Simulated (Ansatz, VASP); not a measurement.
# Si2WN4: VASP beside Ansatz, part 2 of 2

One calculation is typed for both programs; each brings its own data sets. How far apart do they land? The cell is taken from a series of runs on this material, whose earlier steps may have relaxed, scaled, displaced or heated it; both programs get it as it stands.

VASP 6.6.1 and Ansatz 0.2.0.

So far: The starting structure; Ansatz: single point, PBE; VASP: single point, PBE; Differences; Further runs.

**6. VASP: single point, PBE, spin-orbit coupling**

Level of this step: PBE, spin-orbit coupling, no spin polarisation; plane waves and PAW (W, N, Si) (VASP).

With cell and atoms fixed, the geometry can't cause a difference; cores, projectors, grids and the points listed under the comparison can.

File INCAR:

```
SYSTEM = Si2WN4
PREC = Accurate
ENCUT = 520
EDIFF = 1E-06
NELM = 200
ISMEAR = 0
SIGMA = 0.01
LREAL = .FALSE.
ALGO = Normal
GGA = PE
LNONCOLLINEAR = .TRUE.
MAGMOM = 0 0 0 0 0 0 0 0 0 0 0 0 0 0 0 0 0 0 0 0 0
NBANDS = 48
GGA_COMPAT = .FALSE.
LASPH = .TRUE.
LSORBIT = .TRUE.
LMAXMIX = 4
LORBIT = 11
LWAVE = .FALSE.
LCHARG = .FALSE.
ISIF = 2
LDIPOL = .TRUE.
IDIPOL = 3
DIPOL = 0.5 0.5 0.5
LVHAR = .TRUE.
EFERMI = MIDGAP
NELMDL = -8
KPAR = 2
```

File POSCAR:

```
Si2WN4
1.0
    2.9139583244      0.0000000000      0.0000000000
   -1.4569791622      2.5235619345      0.0000000000
    0.0000000000      0.0000000000     37.2000000000
W N Si
1 4 2
Direct
    0.0000000000      0.0000000000      0.5000000000
    0.3333333333      0.6666666667      0.5337160717
    0.3333333333      0.6666666667      0.4662839283
    0.6666666667      0.3333333333      0.5942480184
    0.6666666667      0.3333333333      0.4057519816
    0.3333333333      0.6666666667      0.5806952339
    0.3333333333      0.6666666667      0.4193047661
```

File KPOINTS:

```
Automatic mesh
0
Gamma
9 9 1
0 0 0
```

PAW data sets: W, N and Si (PBE family, release 64).

On the command line:

```console
mpirun -np 2 vasp_ncl
```

Numbers of over 12 decimals in the logs are rounded to 6 here.

The log of the run:

```text
[... set-up lines as in an earlier step ...]
 entering main loop
       N       E                     dE             d eps       ncg     rms          rms(c)
DAV:   1     0.302756562724E+03    0.30276E+03   -0.13178E+04  1936   0.110E+03
DAV:   2    -0.213138989822E+02   -0.32407E+03   -0.30525E+03  2688   0.271E+02
DAV:   3    -0.715604757878E+02   -0.50247E+02   -0.49819E+02  2288   0.115E+02
DAV:   4    -0.734246243973E+02   -0.18641E+01   -0.18545E+01  2480   0.271E+01
[...]
DAV:  28    -0.639913352351E+02   -0.15708E-05   -0.29683E-08  1488   0.927E-04    0.224E-04
DAV:  29    -0.639913367730E+02   -0.15379E-05   -0.40481E-08  1432   0.698E-04    0.253E-04
DAV:  30    -0.639913372207E+02   -0.44766E-06   -0.14400E-08  1520   0.458E-04
   1 F= -.63991337E+02 E0= -.63991337E+02  d E =0.000000E+00  mag=    -0.0000     0.0000     0.0000
```

OUTCAR, selected parts (step 6):

```text
  Total       -0.1531497     -0.1531497     -0.0327748      0.0000000      0.0000000      0.0000000
  in kB       -0.8969880     -0.8969880     -0.1919596      0.0000000      0.0000000      0.0000000
  external PRESSURE =      -0.6619785 kB  Pullay stress =       0.0000000 kB

 POSITION                                       TOTAL-FORCE (eV/Angst)
 -----------------------------------------------------------------------------------
      0.00000      0.00000     18.60000         0.000000     -0.000000      0.000000
     -0.00000      1.68237     19.85424         0.000000      0.000000      0.053959
     -0.00000      1.68237     17.34576         0.000000      0.000000     -0.053959
      1.45698      0.84119     22.10603        -0.000000      0.000000     -0.011473
      1.45698      0.84119     15.09397        -0.000000     -0.000000      0.011473
     -0.00000      1.68237     21.60186         0.000000     -0.000000     -0.003698
     -0.00000      1.68237     15.59814         0.000000     -0.000000      0.003698
 -----------------------------------------------------------------------------------
    total drift:                                0.000000     -0.000000      0.000000

  FREE ENERGIE OF THE ION-ELECTRON SYSTEM (eV)
  ---------------------------------------------------
  free  energy   TOTEN  =       -63.9913372207 eV

  energy  without entropy=      -63.9913372207  energy(sigma->0) =      -63.99133722

 magnetization (x)
# of ion       s       p       d       tot
------------------------------------------
    1       -0.000   0.000  -0.000  -0.000
    2        0.000   0.000   0.000   0.000
    3       -0.000   0.000   0.000  -0.000
    4        0.000   0.000   0.000   0.000
    5        0.000  -0.000   0.000  -0.000
    6        0.000   0.000   0.000   0.000
    7        0.000  -0.000   0.000  -0.000
--------------------------------------------------
tot          0.000   0.000  -0.000   0.000

 magnetization (y)
# of ion       s       p       d       tot
------------------------------------------
    1        0.000  -0.000   0.000  -0.000
    2        0.000   0.000   0.000   0.000
    3        0.000  -0.000   0.000  -0.000
    4        0.000  -0.000   0.000  -0.000
    5        0.000   0.000   0.000   0.000
    6        0.000   0.000   0.000   0.000
    7        0.000   0.000   0.000   0.000
--------------------------------------------------
tot          0.000  -0.000   0.000  -0.000

 magnetization (z)
# of ion       s       p       d       tot
------------------------------------------
    1        0.000   0.000   0.000   0.000
    2       -0.000   0.000   0.000  -0.000
    3        0.000   0.000   0.000   0.000
    4        0.000   0.000   0.000   0.000
    5       -0.000   0.000   0.000   0.000
    6        0.000  -0.000   0.000  -0.000
    7        0.000   0.000   0.000   0.000
--------------------------------------------------
tot         -0.000   0.000   0.000   0.000

[... 1 part as in an earlier step ...]

[... 2 further parts left out ...]
[key lines of the parts left out:]
E-fermi :  -0.7027
```

**7. Ansatz: single point, PBE, spin-orbit coupling**

The same cell, functional and mesh now go to Ansatz, which takes its cutoff from its data sets.

The cell is taken from a series of runs on this material, whose earlier steps may have relaxed, scaled, displaced or heated it; both programs get it as it stands.

File input.yaml:

```yaml
crystal:
  lattice:
    - [2.9139583244, 0.0, 0.0]
    - [-1.4569791622, 2.5235619345, 0.0]
    - [0.0, 0.0, 37.2]
  atoms:
    - { symbol: W, position: [0.0, 0.0, 0.5] }
    - { symbol: "N", position: [0.3333333333, 0.6666666667, 0.5337160717] }
    - { symbol: "N", position: [0.3333333333, 0.6666666667, 0.4662839283] }
    - { symbol: Si, position: [0.3333333333, 0.6666666667, 0.5806952339] }
    - { symbol: Si, position: [0.3333333333, 0.6666666667, 0.4193047661] }
    - { symbol: "N", position: [0.6666666667, 0.3333333333, 0.5942480184] }
    - { symbol: "N", position: [0.6666666667, 0.3333333333, 0.4057519816] }
  periodic: [true, true, false]
kpoints:
  mp_grid: { grid: [9, 9, 1] }
  band_path:
    path:
      - [0, 0, 0]
      - [0.5, 0, 0]
      - [0.3333333333333, 0.3333333333333, 0]
      - [0, 0, 0]
    npoints: 10
hamiltonian:
  xc: pbe
  pseudopotentials: { kind: paw_fr, azcp: { folder: soft_1 } }
scf:
  occupations: { method: fixed }
  n_extra_bands: 12
magnetization:
  noncollinear: true
  spin_orbit: true
output:
  eigenvalues: true
  forces: true
  stress: true
```

On the command line:

```console
ansatz run input.yaml --threads 3 --pin off --max-ram 92160MiB --backend cuda --events-out ev --progress --plain --runs-dir out --devices 1 --max-vram 13GiB
```

The log of the run:

```text
[...]
GPUs: using 1 of 1 available (devices: 1).
[...]
non-collinear run that drives no moment, with spin-orbit: no starting moment large enough to seed its density (crystal.atoms[].spin), no starting occupations that ask for one, no magnetisation constraint and no magnetic field, so the semilocal B_xc is pinned to zero
[...]
k-point 1: bands = [... 38 lower, -7.5709, -7.5709, -5.3759, -5.3759, -2.5360, -2.5360, -2.1473, -2.1473, ... 8 higher]
  k-point 2: bands = [... 38 lower, -7.6569, -7.6569, -6.1363, -6.1363, -2.3744, -2.3744, -2.0342, -2.0342, ... 8 higher]
  k-point 11: bands = [... 38 lower, -7.6496, -7.5590, -5.6113, -5.2080, -3.0805, -3.0705, -0.8166, -0.2050, ... 8 higher]
  ° read free of the cell's end (the report's vacuum.weakly_bound_levels)
[key lines of the parts left out:]
SCF converged after 10 iterations
Magnetization: |M| = 0.0000 μB,  M = (+0.0000, +0.0000, +0.0000) μB
Free energy (F): -13224.669940 eV
Fermi energy:    -5.112683 eV
P = ½ c Tr σ = -0.0583 N/m
```

**8. Side by side**

What differs besides the data sets and the points named for the pairs above, as far as they apply: spin-orbit coupling enters by fully relativistic files in Ansatz and inside the spheres in VASP; fixed occupations in Ansatz, narrow Gaussian smearing in VASP; the data sets hold 42 valence electrons in Ansatz (on its PAW fully relativistic soft_1 files) and 34 in VASP. Total energies have different zeros and are not compared.

Compared:

| quantity | Ansatz | VASP | difference |
| --- | --- | --- | --- |
| gap on the k mesh (eV) | 2.032 | 2.023 | +0.009 |

At this near-relaxed geometry the largest component of a force difference is 56 meV/Å. A gap on the mesh is an upper bound, since the band edges may lie between its points. With vacuum in the cell, a pressure given here is an average over mostly empty space and none of the material.

**9. Results**

| Quantity | Value |
| --- | --- |
| r.m.s. force difference (single point, PBE) | 18 meV/Å |
| r.m.s. force difference (single point, PBE, spin-orbit coupling) | 18 meV/Å |

The r.m.s. force difference is 18 meV/Å (single point, PBE), beyond the 12 meV/Å picked in this series as the mark of a large difference. The data sets hold unlike numbers of valence electrons (42 in Ansatz and 34 in VASP), so part of the differences comes from the potentials. Single point, PBE, VASP with the data sets W_sv, N and Si: r.m.s. force difference goes from 18 to 33 meV/Å; the difference in gap on the k mesh goes from 0.0031 to 0.0011 eV. What causes the difference of the single point, PBE, spin-orbit coupling pair stays open here. Such differences can come from data sets, numerical settings and the points named under the comparisons, not from the functional's error against experiment.

[Lines on the potential files, build, host, timing and source positions are cut from VASP's logs without a mark.]

[Logs are printed without paths, hosts, clocks, repeated set-up lines and the standing remarks that a program may print on its own settings, such as how far it seeks lower states.]

[Hosts, paths, dates, database ids (printed as entryN), source tags and the programs' standing remarks are cut or masked in the printed files.]
